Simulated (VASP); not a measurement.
Pt:

```xyz
1
Lattice="0.0000 1.9609 1.9609 1.9609 0.0000 1.9609 1.9609 1.9609 0.0000" Properties=species:S:1:pos:R:3 pbc="T T T"
Pt    0.0000    0.0000    0.0000
```

| Property | Result |
| --- | --- |
| Program | VASP 6.6.1 |
| Task | relaxation of cell and atoms |
| Functional | PBE |
| Potentials or basis | VASP PAW PBE potentials, release 64 (Pt) |
| Cutoff | 600 eV |
| k mesh | 18 × 18 × 18 |
| Occupations | gaussian, width 0.1 eV |
| Spin | no spin polarisation |

At the start: pressure 9.6 GPa; volume 15.08 Å³/atom.

**Question.** Where does the relaxation end?

**Answer.** Over 4 steps the energy falls by 15.5 meV/atom and the volume is 15.62 Å³/atom (+3.6 %); space group Fm-3m (No. 225, to 0.05 Å).

Step by step:
```tsv
step	energy change (eV)	largest force (eV/Å)	pressure (GPa)	volume (Å³)
1	0.0000	0.0000	9.61	15.08
2	0.0792	0.0000	-17.92	17.14
3	-0.0155	0.0000	-0.31	15.64
4	-0.0155	0.0000	-0.02	15.62
```

Final structure:
```yaml
crystal:
  lattice:
    - [0.00000, 1.98397, 1.98397]
    - [1.98397, 0.00000, 1.98397]
    - [1.98397, 1.98397, 0.00000]
  atoms:
    - { symbol: Pt, position: [0.00000, 0.00000, 0.00000] }
```
